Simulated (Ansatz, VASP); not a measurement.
**Co3S4 (Co3S4 (Fd-3m)) in two plane-wave programs**

Wanted: the spread between two codes on one cell, functional and k mesh. The cell is taken from a series of runs on this material, whose earlier steps may have relaxed, scaled, displaced or heated it; both programs get it as it stands.

Calculated with Ansatz 0.2.0; plane waves, with VASP 6.6.1 beside it; relaxation of cell and atoms at r2SCAN.

In doubt: warnings of the run leave room for a lower electronic state, so energies may not be the lowest and differences between runs may mislead.

## 1. Starting point

The structure is cubic, space group Fd-3m (No. 227). The conventional cell has a = 9.473 Å, b = 9.473 Å, c = 9.473 Å, α = 90.00°, β = 90.00°, γ = 90.00°. Nearest to Co lie 6 S at 2.26 Å. Nearest to Co lie 4 S at 2.25 Å. Nearest to S lie 4 Co at 2.25 to 2.26 Å. Farther neighbours and most contacts between anions are not listed.

## 2. Ansatz: relaxation of cell and atoms, r2SCAN

Ansatz runs on its PAW soft_1 files.

The relaxed volume is the usual yardstick between codes: in a stiff, nearly cubic crystal its relative difference is about their pressure difference at one cell divided by the bulk modulus.

File input.yaml:

```yaml
crystal:
  lattice:
    - [0.0, 4.7365088, 4.7365088]
    - [4.7365088, 0.0, 4.7365088]
    - [4.7365088, 4.7365088, 0.0]
  atoms:
    - { symbol: Co, position: [0.125, 0.125, 0.625], spin: 2.5 }
    - { symbol: Co, position: [0.125, 0.625, 0.125], spin: 2.5 }
    - { symbol: Co, position: [0.625, 0.125, 0.125], spin: 2.5 }
    - { symbol: Co, position: [0.125, 0.125, 0.125], spin: 2.5 }
    - { symbol: Co, position: [0.75, 0.75, 0.75], spin: 2.5 }
    - { symbol: Co, position: [0.5, 0.5, 0.5], spin: 2.5 }
    - { symbol: S, position: [0.36265133, 0.36265133, 0.36265133] }
    - { symbol: S, position: [0.33795399, 0.88734867, 0.88734867] }
    - { symbol: S, position: [0.88734867, 0.88734867, 0.33795399] }
    - { symbol: S, position: [0.88734867, 0.33795399, 0.88734867] }
    - { symbol: S, position: [0.36265133, 0.36265133, 0.91204601] }
    - { symbol: S, position: [0.36265133, 0.91204601, 0.36265133] }
    - { symbol: S, position: [0.88734867, 0.88734867, 0.88734867] }
    - { symbol: S, position: [0.91204601, 0.36265133, 0.36265133] }
magnetization:
  spin_polarized: true
basis:
  ecutwfc: 500
  xc_grid: 2
hamiltonian:
  xc: r2scan
  pseudopotentials: { kind: paw, azcp: { folder: soft_1 } }
kpoints:
  mp_grid: { grid: [7, 7, 7] }
scf:
  occupations: { method: fermi_dirac, width: 0.05 }
  max_iter: 150
output:
  forces: true
  stress: true
relax:
  f_tol: 0.01
  max_steps: 60
  cell: {}
checkpoint:
  write: "../r2scan.run"
  compress: false
  write_wavefunctions: false
  write_every: 100000
```

Run with:

```sh
$ ansatz run input.yaml --threads 4 --pin off --max-ram 6594MiB --backend cpu --events-out ev --progress --plain --runs-dir out
```

Numbers of over 12 decimals in the logs are rounded to 6 here.

What it wrote:

```text
Engine: ansatz 0.2.0, aarch64-unknown-linux-gnu
Pseudopotentials: kind: paw
Pseudopotential: Co, paw, valence charge 17, recommended cutoff 500 eV (meta_gga), soft_1/Co.paw.azcp
Pseudopotential: S, paw, valence charge 6, recommended cutoff 500 eV (meta_gga), soft_1/S.paw.azcp
Functional definition: r2SCAN
  parameter k0 = 0.174
  parameter k1 = 0.065
  parameter a1 = 4.9479
  exchange = r2scan_x(k0 = k0, k1 = k1, a1 = a1)
  correlation = r2scan_c
Crystal: 14 atoms, lattice volume = 212.523 Å³
Basis set: ecut = 500 eV, 5329 PW (Γ), exchange–correlation on 100×100×100 points (8 copies of the dense FFT grid, shifted against one another)
Bands: 99, of which v1, the nominal top of the filled ones, is band 75 counted from 1 (74 counted from 0)
Symmetry: 48 space group operations
Space group: Fd-3m (ITA 227), of the structure as read, at distance tolerance 6.0e-5 Å
Magnetic group: BNS 227.128 (UNI 1630), of the structure as read, at distance tolerance 6.0e-5 Å
k-points: 20 of 343
Non-local potential: Co, projectors of the file, l = 0: 3, l = 1: 2, l = 2: 3, l = 3: 1
Non-local potential: S, projectors of the file, l = 0: 2, l = 1: 2, l = 2: 1
PAW form: soft (Blöchl's): semilocal exchange-correlation on the pseudo side does not see the compensation charge
PAW frozen core: Co, regenerated for the run's functional (the file was generated under x = pbe(κ = 0.804, μ = 0.219515), c = pbe(β = 0.066725))
PAW frozen core: S, regenerated for the run's functional (the file was generated under x = pbe(κ = 0.804, μ = 0.219515), c = pbe(β = 0.066725))
PAW one-centre angular grid: Co, 590 points (default); XC on 160 Gauss nodes
PAW one-centre angular grid: S, 302 points (default); XC on 160 Gauss nodes
Initial density: superposition of atomic densities (chi_scale 0.1, normalization cell, long waves kept (reshape's long-wave potential 0.00 eV rms))
Starting moments: Σ|m| = 15 μB on 6 of 14 sites
Initial wavefunctions: pseudopotential atomic-orbital guess
Functional: x = r2scan, c = r2scan; τ floored in thin density (d = 2e-4 eV/Å³)
iter 1 solved again at ethr=1.78e-3 eV; its pass at ethr=3.10e-3 eV (dr2=2.67e0 eV) is discarded
SCF iter   1: F=—  HF=-38032.607047 eV  |F-HF|=—  |Δ(HF+E_count)|=         —  Δρ=3.10e-2 (↑3.10e-2 ↓2.53e-2)  dr2=3.14e0  dr2_τ=5.78e-2  dr2_m=3.60e-1  M=13.228 μB ∫|m|=13.550 μB  β_m=1.00  ethr=1.78e-3  ⟨swp⟩=3.6  Hψ=24551  notcnv=0
Mixer restart at iter 1: flushing history
preconditioner: auto → Kerker (q_TF=auto, 2.574 Å⁻¹)  [metal: Δε(μ)=0.003 eV  Ē_g=9.611 eV  σ=0.050 eV  W_gap=0.02  n_scr=58 (ndim 8)  ℏωp=25.7 eV  f_vac=0.000  D(μ)=26.74/eV (n_scr^D=386)]
spin=Collinear: Kerker preconditioning applied to the charge; magnetization (m = ρ↑ − ρ↓) channel mixes plain (no charge-response kernel on spin).
SCF iter   2: F=—  HF=-38032.695931 eV  |F-HF|=—  |Δ(HF+E_count)|=   8.89e-2  Δρ=2.99e-2 (↑1.51e-2 ↓2.99e-2)  dr2=2.73e0  dr2_τ=1.13e-2  dr2_m=2.63e-1  M=12.211 μB ∫|m|=12.757 μB  β_m=1.00  ethr=1.78e-3  ⟨swp⟩=3.8  Hψ=7414  notcnv=0  defer=264  κ⁻¹=1.0e0(r=1)
SCF iter   3: F=—  HF=-38033.990436 eV  |F-HF|=—  |Δ(HF+E_count)|=    1.29e0  Δρ=2.92e-2 (↑1.41e-2 ↓2.92e-2)  dr2=2.68e0  dr2_τ=1.10e-2  dr2_m=2.88e-1  M=11.579 μB ∫|m|=12.312 μB  β_m=1.00  ethr=1.78e-3  ⟨swp⟩=2.0  Hψ=4981  notcnv=0  defer=371  κ⁻¹=6.0e-3(r=2)
SCF iter   4: F=—  HF=-38037.260024 eV  |F-HF|=—  |Δ(HF+E_count)|=    3.27e0  Δρ=2.38e-2 (↑1.22e-2 ↓2.38e-2)  dr2=2.08e0  dr2_τ=6.56e-3  dr2_m=2.91e-1  M=9.481 μB ∫|m|=11.055 μB  β_m=1.00  ethr=1.78e-3  ⟨swp⟩=3.0  Hψ=6665  notcnv=0  defer=400  κ⁻¹=2.2e-3(r=3)
SCF iter   5: F=—  HF=-38039.386273 eV  |F-HF|=—  |Δ(HF+E_count)|=    2.13e0  Δρ=1.72e-2 (↑1.00e-2 ↓1.72e-2)  dr2=1.23e0  dr2_τ=3.31e-3  dr2_m=1.97e-1  M=6.966 μB ∫|m|=9.558 μB  β_m=1.00  ethr=1.39e-3  ⟨swp⟩=3.0  Hψ=5803  notcnv=0  defer=401  κ⁻¹=1.6e-3(r=4)
SCF iter   6: F=—  HF=-38041.081225 eV  |F-HF|=—  |Δ(HF+E_count)|=    1.69e0  Δρ=3.26e-2 (↑1.60e-2 ↓3.26e-2)  dr2=7.57e-1  dr2_τ=2.07e-2  dr2_m=1.04e0  M=5.705 μB ∫|m|=6.888 μB  β_m=1.00  ethr=8.21e-4  ⟨swp⟩=3.3  Hψ=7849  notcnv=0  defer=401  κ⁻¹=9.1e-4(r=5)
SCF iter   7: F=—  HF=-38042.548895 eV  |F-HF|=—  |Δ(HF+E_count)|=         —  Δρ=1.16e-2 (↑1.16e-2 ↓1.10e-2)  dr2=1.85e-1  dr2_τ=6.52e-3  dr2_m=2.19e-1  M=5.522 μB ∫|m|=6.056 μB  β_m=1.00  ethr=5.04e-4  ⟨swp⟩=2.0  Hψ=7162  notcnv=0  defer=477
Mixer restart at iter 7: flushing history
[...]
SCF iter   9: F=—  HF=-38043.173106 eV  |F-HF|=—  |Δ(HF+E_count)|=   3.76e-9  Δρ=3.13e-6 (↑2.88e-6 ↓3.13e-6)  dr2=4.46e-8  dr2_τ=1.16e-10  dr2_m=2.75e-10  M=5.865 μB ∫|m|=5.938 μB  β_m=1.00  ethr=2.85e-11  ⟨swp⟩=1.0  Hψ=3960  notcnv=0  κ⁻¹=7.9e-8(r=8)
SCF iter  10: F=—  HF=-38043.173106 eV  |F-HF|=—  |Δ(HF+E_count)|=   1.64e-9  Δρ=2.66e-6 (↑2.44e-6 ↓2.66e-6)  dr2=3.22e-8  dr2_τ=8.46e-11  dr2_m=1.79e-10  M=5.865 μB ∫|m|=5.938 μB  β_m=1.00  ethr=2.85e-11  ⟨swp⟩=1.0  Hψ=3960  notcnv=0  κ⁻¹=1.2e-7(r=8)
SCF iter  11: F=—  HF=-38043.173106 eV  |F-HF|=—  |Δ(HF+E_count)|=   5.72e-9  Δρ=3.20e-7 (↑3.20e-7 ↓2.46e-7)  dr2=3.16e-10  dr2_τ=1.77e-12  dr2_m=5.71e-12  M=5.865 μB ∫|m|=5.938 μB  β_m=1.00  ethr=2.15e-11  ⟨swp⟩=2.3  Hψ=4997  notcnv=0  κ⁻¹=2.2e-7(r=8)
[...]
SCF iter  17: F=—  HF=-38043.173106 eV  |F-HF|=—  |Δ(HF+E_count)|=  2.18e-11  Δρ=2.28e-8 (↑2.23e-8 ↓2.28e-8)  dr2=2.17e-12  dr2_τ=2.18e-14  dr2_m=1.17e-14  M=5.865 μB ∫|m|=5.938 μB  β_m=1.00  ethr=1.00e-12  ⟨swp⟩=1.0  Hψ=3960  notcnv=0  κ⁻¹=1.5e-6(r=8)
SCF iter  18: F=-38043.173106 eV  HF=-38043.173106 eV  |F-HF|=2.91e-11  |Δ(HF+E_count)|=  3.64e-11  Δρ=9.66e-8 (↑7.98e-8 ↓9.66e-8)  dr2=5.31e-11  dr2_τ=1.59e-13  dr2_m=1.12e-12  M=5.865 μB ∫|m|=5.938 μB  ethr=1.00e-12  ⟨swp⟩=2.5  Hψ=9952  notcnv=0
SCF 4 converged in 18 iterations: F = -38043.173106 eV  dr2 = 5.31e-11
relax step   4: F+E_penalty+E_count = -38043.17310647 eV  Δ(F+E_penalty+E_count) = -1.982e-4 eV  max|allowed force component| = 1.702e-4 eV/Å  Δτ_max = 0.0000 Å  P = +0.001 GPa  Ω = 212.979 Å³  stress off target by 1.41e-3 GPa  SCF on the basis re-selected at this cell (its energy is not comparable with the rows above)  (18 SCF iters)
basis re-selected at this cell: Δ(F+E_penalty+E_count) = -1.982e-4 eV, ΔP = +0.001 GPa vs the last step (what re-selecting the basis moved, of the pressure what is left beyond the Pulay correction that the steps carried, after the strain that the cell walked since its last selection, with what the two solves' SCF thresholds leave and, on support functions, any second-order correction that the steps lacked; it is no m [...]
WARN: an SCF from ferrimagnetic starting moments (2.50, 2.50, 2.50, 2.50, -2.50, 2.50, 0.00, 0.00, 0.00, 0.00, 0.00, 0.00, 0.00, 0.00 Bohr magnetons, atom by atom) was not made, by what the run has read of turns of its moments that order reads lower: the deck asks for what bars it, or types moments that do (magnetization.spin_polarized, in the input reference, names some of the keys), or the run goes by scf.lower_state_search: light, the default, which as a rule tries one only behind a close that has lost an order of both signs, or on which an open d or half-filled 4f shell of a PAW file has lost a moment that was set nearer to Hund's than to what is left; [rest of the remark cut]
SCF converged after 18 iterations
Stability not checked: this state was not tested for a lower state beside it, because the mixer in use, unlike msr1, does not test its closes by its own steps (another_mixer; see scf.mixing.algorithm and scf.lower_state_search)
Magnetization: 5.8651 μB (77.9326 up, 72.0674 down)
Absolute magnetization: 5.9355 μB (∫|ρ↑−ρ↓|, with the PAW one-centre terms)
Spin contamination: 0.1193 ħ² per cell (⟨S²⟩ above its minimum at these occupations)
Per-site moments (μB) at R_I (Å): [(0.179260, 0.931608), (0.179260, 0.931608), (0.179260, 0.931608), (0.179260, 0.931608), (2.133006, 0.930682), (2.133006, 0.930682), (0.039295, 0.930682), (0.039295, 0.930682), (0.039295, 0.930682), (0.039295, 0.930682), (0.039295, 0.930682), (0.039295, 0.930682), (0.039295, 0.930682), (0.039295, 0.930682)]
Free energy (F): -38043.173106 eV
Harris-Foulkes:  -38043.173106 eV  (|F-HF|=2.91e-11)
Internal energy: -38043.152646 eV  (E = F + TS)
E sigma→0 (E₀):  -38043.162876 eV
Entropy (-TS):   -0.020461 eV (-1.461 meV/atom)
Fermi energy:    10.582379 eV
--- Per-component energies (eV) ---
  E_band       = -2284.415886
  E_kinetic    = 2606.940501
  E_local      = -23938.032147  (includes V_loc(G=0)·N_el)
  E_nonlocal   = 2905.665236
  E_hartree    = 10563.932862
  E_xc         = -1193.135141
  E_vxc        = -1484.296241  (∫ρ·V_xc dr)
  E_paw        = -14453.955232  (= ΣΔE_a)
  E_vpaw       = -3591.706706  (= ΣTr[D̂ρ^β])
  E_aug_tail   = -0.000462  (compensation charges beyond the density's cutoff)
  E_vtau       = 89.146879  (kinetic-family band-sum trace: ∫τ·v_τ [+ j·A + Jᵃ·Aᵃ] dr)
  E_ewald      = -14531.918897
  E_core_change = -2.649366  (= ΣΔE_core)
  E_smearing   = -0.020461  (= −TS)
  E_closure    = -0.000000  (closes the sum)
  Σ components = -38043.173106   (vs F -38043.173106, Δ=0.00e0)
--- Forces (eV/Å), atoms counted from 1 ---
  atom   1  Co     0.00000000    -0.00000000    -0.00000000
  atom   2  Co     0.00000000    -0.00000000    -0.00000000
  atom   3  Co     0.00000000    -0.00000000     0.00000000
  atom   4  Co    -0.00000000    -0.00000000     0.00000000
  atom   5  Co    -0.00000000    -0.00000000    -0.00000000
  atom   6  Co     0.00000000     0.00000000     0.00000000
  atom   7  S      0.00017020     0.00017020     0.00017020
  atom   8  S     -0.00017020     0.00017020     0.00017020
  atom   9  S      0.00017020     0.00017020    -0.00017020
  atom  10  S      0.00017020    -0.00017020     0.00017020
  atom  11  S     -0.00017020    -0.00017020     0.00017020
  atom  12  S     -0.00017020     0.00017020    -0.00017020
  atom  13  S     -0.00017020    -0.00017020    -0.00017020
  atom  14  S      0.00017020    -0.00017020    -0.00017020
  max |Σ_I F_I| component: 7.02e-18 eV/Å
--- Stress (GPa, compression-positive) ---
        0.001409       0.000000      -0.000000
       -0.000000       0.001409      -0.000000
       -0.000000      -0.000000       0.001409
  P = ⅓ Tr σ = 0.0014 GPa (0.014 kbar)
--- Relaxed structure (3 steps of the walk, 3 accepted, 1 SCFs on fresh bases) ---
  F+E_penalty+E_count = -38043.17310647 eV   max|allowed force component| = 1.702e-4 eV/Å   (the final SCF, on the basis selected at the relaxed cell)
  cell:  # Å, volume = 212.9794 Å³
    - [0.0, 4.739900, 4.739900]
    - [4.739900, 0, 4.739900]
    - [4.739900, 4.739900, 0]
  atoms:
    - { symbol: Co, position: [0.125, 0.125, 0.625000] }
    - { symbol: Co, position: [0.125, 0.625000, 0.125] }
    - { symbol: Co, position: [0.625000, 0.125, 0.125] }
    - { symbol: Co, position: [0.125, 0.125, 0.125] }
    - { symbol: Co, position: [0.75, 0.75, 0.75] }
    - { symbol: Co, position: [0.5, 0.5, 0.5] }
    - { symbol: S, position: [0.362590, 0.362590, 0.362590] }
    - { symbol: S, position: [0.337771, 0.887410, 0.887410] }
    - { symbol: S, position: [0.887410, 0.887410, 0.337771] }
    - { symbol: S, position: [0.887410, 0.337771, 0.887410] }
    - { symbol: S, position: [0.362590, 0.362590, 0.912229] }
    - { symbol: S, position: [0.362590, 0.912229, 0.362590] }
    - { symbol: S, position: [0.887410, 0.887410, 0.887410] }
    - { symbol: S, position: [0.912229, 0.362590, 0.362590] }
```

In the SCF lines HF is the Harris–Foulkes energy and dr2 the Hartree energy of the density residual, in eV; the loop may stop once dr2 is under the threshold and the program's other checks hold. Hψ counts applications of the Hamiltonian.

(Part 1 of 2 ends here.)

[Lines on the potential files, build, host, timing and source positions are cut from VASP's logs without a mark.]

[Logs are printed without paths, hosts, clocks, repeated set-up lines and the standing remarks that a program may print on its own settings, such as how far it seeks lower states.]

[Hosts, paths, dates, database ids (printed as entryN), source tags and the programs' standing remarks are cut or masked in the printed files.]
